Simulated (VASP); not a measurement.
Here is the system:

```
Pt
1.0
    0.00000     1.99676     1.99676
    1.99676     0.00000     1.99676
    1.99676     1.99676     0.00000
Pt
1
Cartesian
  0.00000   0.00000   0.00000
```

These are PBE GGA with D3 dispersion (zero damping), VASP's PBE PAW potentials (set 64) (plane waves; VASP) values and carry that method's errors. Run with 520 eV cut-off, 16×16×16 Γ-centred mesh, first-order Methfessel-Paxton smearing of 0.10 eV, potentials Pt.

Task: Give the stress tensor in GPa (positive for a compressed cell).

Result: 
```
-13.96    0.00    0.00
  0.00  -13.96    0.00
  0.00    0.00  -13.96
```
The pressure is its mean diagonal, -13.96 GPa.

The compound is Pt in the fcc structure. This cell is one point of a volume scan, at 1.06 of the reference volume.
